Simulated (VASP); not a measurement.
Here is the system:

```
CELL_PARAMETERS angstrom
      1.96972    -3.41165     0.00000
      1.96972     3.41165     0.00000
      0.00000     0.00000     6.17987
ATOMIC_POSITIONS crystal
  La 0.33333 0.66667 0.24718
  La 0.66667 0.33333 0.75282
  O  0.00000 0.00000 0.00000
  O  0.33333 0.66667 0.64587
  O  0.66667 0.33333 0.35413
```

The numbers are results of PBE GGA, VASP's PBE PAW potentials (set 64) (plane waves; VASP), not measurements. Numerical set-up: 520 eV cut-off, 7×7×4 Γ-centred mesh, tetrahedra with Blöchl corrections, potentials La O.

The cores are frozen, which limits the accuracy of field gradients.

Question: Give the principal components of the electric field gradient (V/Å²) and the asymmetry η at each nucleus.

Answer: 
```csv
atom,Vxx,Vyy,Vzz,η
La1,-55.5,-55.5,110.9,0.00
La2,-55.5,-55.5,110.9,0.00
O3,4.4,4.4,-8.8,0.00
O4,-4.1,-4.1,8.2,0.00
O5,-4.1,-4.1,8.2,0.00
```

The compound is La2O3 in the a-type structure. It was relaxed first.
